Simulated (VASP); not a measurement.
Given:

```yaml
crystal:
  lattice:
    - [2.25721, -3.90959, 0.00000]
    - [2.25721, 3.90959, 0.00000]
    - [0.00000, 0.00000, 6.00235]
  atoms:
    - { symbol: Te, position: [0.00000, 0.26300, 0.66667] }
    - { symbol: Te, position: [0.73700, 0.73700, 0.00000] }
    - { symbol: Te, position: [0.26300, 0.00000, 0.33333] }
```

All values below come from PBE GGA, VASP's PBE PAW potentials (set 64) (plane waves; VASP). Run with 300 eV cut-off, 5×5×3 Γ-centred mesh, Fermi-Dirac smearing of 0.050 eV, potentials Te.

The path is coarsely sampled, so an indirect gap can come out somewhat too large. Unless said otherwise, spin-orbit coupling is left out, though it shifts the bands of the heavy elements here.

Task: Give the energies of bands 4 to 12 at the high-symmetry points, in eV from the valence-band maximum.

Result: 
```tsv
band	Γ	M	K	A	L	H
4	-2.92	-4.64	-4.31	-3.86	-5.37	-4.93
5	-2.71	-4.21	-4.31	-2.52	-3.55	-4.71
6	-2.71	-3.33	-2.88	-2.52	-3.49	-4.71
7	-1.53	-3.27	-2.88	-1.23	-2.23	-0.96
8	-1.53	-1.03	-2.73	-0.97	-1.90	0.00
9	-0.66	-0.78	-2.43	-0.97	-0.19	0.00
10	1.02	0.95	2.78	0.59	0.80	0.16
11	1.02	1.06	2.78	0.63	1.91	1.46
12	1.66	3.21	3.11	0.63	2.52	1.46
```

The gap is indirect, 0.16 eV, from the valence maximum at L-H at 0.80 to the conduction minimum at H.

The structure is a typed Te crystal (P3_121). The cell was not relaxed at this level.
